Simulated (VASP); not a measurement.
A cell of ZnS (zinc blende) near equilibrium:

```xyz
2
Lattice="0.0000 2.6913 2.6913 2.6913 0.0000 2.6913 2.6913 2.6913 0.0000" Properties=species:S:1:pos:R:3 pbc="T T T"
Zn     0.0000     0.0000     0.0000
S      1.3456     1.3456     1.3456
```

Computed with r2SCAN meta-GGA, VASP's PBE PAW potentials (set 64) (plane waves; VASP).

| run | ΔE (meV/atom) | σxx | σyy | σzz | largest shear component, with its sign (GPa) | gap (eV) |
|---|---|---|---|---|---|---|
| as it is | 0.0 | 0.27 | 0.27 | 0.27 | 0.00 | 2.73 |
| after one change | 2.7 | 0.26 | 0.25 | 0.26 | 1.51 | 2.63 |
Stress is in GPa, positive when the cell is compressed; gaps are those on the k-mesh, and 0.00 means metallic.

### Question
Which change was made?
A. shear strain γ_xy = -1.0 %
B. biaxial strain of -4.0 % in the yz plane
C. shear strain γ_xz = -3.0 % with the ions relaxed
D. uniaxial strain of -4.0 % along x

### Answer
C, shear strain γ_xz = -3.0 % with the ions relaxed

The compound is ZnS in the zinc blende structure.
